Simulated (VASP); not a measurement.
Input:

```yaml
crystal:
  lattice:
    - [4.60744, 0.00000, 0.00000]
    - [0.00000, 3.08321, 0.00000]
    - [0.00000, 0.00000, 4.83099]
  atoms:
    - { symbol: Zr, position: [0.75000, 0.50000, 0.76630] }
    - { symbol: Zr, position: [0.25000, 0.50000, 0.23370] }
    - { symbol: Rh, position: [0.25000, 0.00000, 0.71321] }
    - { symbol: Rh, position: [0.75000, 0.00000, 0.28679] }
```

All values below come from PBEsol GGA, VASP's PBE PAW potentials (set 64) (plane waves; VASP). Settings: 400 eV cut-off, Gaussian smearing of 0.050 eV, potentials Zr_sv Rh_pv.

Give the energies of bands 18 to 31 at the high-symmetry points, in eV from the Fermi level.

```csv
band,Γ,X,S,Y,Z,U,R,T
18,-5.02,-4.29,-4.18,-3.46,-4.33,-3.72,-4.93,-3.97
19,-4.82,-3.65,-3.29,-3.20,-3.86,-3.56,-3.71,-3.69
20,-3.19,-3.65,-3.29,-3.17,-3.12,-3.56,-3.71,-3.40
21,-2.97,-2.55,-3.27,-2.76,-2.91,-2.61,-3.70,-3.13
22,-2.56,-2.55,-3.27,-2.57,-2.89,-2.61,-3.70,-2.75
23,-2.19,-2.29,-2.51,-2.53,-2.52,-2.19,-1.01,-2.44
24,-1.94,-2.29,-2.51,-2.13,-2.13,-2.19,-1.01,-2.32
25,-1.16,-1.89,-0.97,-1.59,-2.10,-1.61,0.18,-1.26
26,-0.77,-1.89,-0.97,-1.58,-1.74,-1.61,0.18,-0.79
27,0.63,-0.19,0.30,-1.47,-0.18,-1.12,1.39,-0.29
28,0.73,-0.19,0.30,-0.71,0.34,-1.12,1.39,0.28
29,1.11,0.81,0.35,-0.61,0.45,-0.27,1.67,0.37
30,1.37,0.81,0.35,0.73,1.24,-0.27,1.67,1.04
31,1.42,1.53,1.71,1.04,1.35,1.19,2.16,1.07
```

It has no gap at this level: it comes out as a metal or semimetal.

The structure comes from a computed database's ZrRh entry (Pmma); how it stands against other phases isn't given here. It was relaxed first.
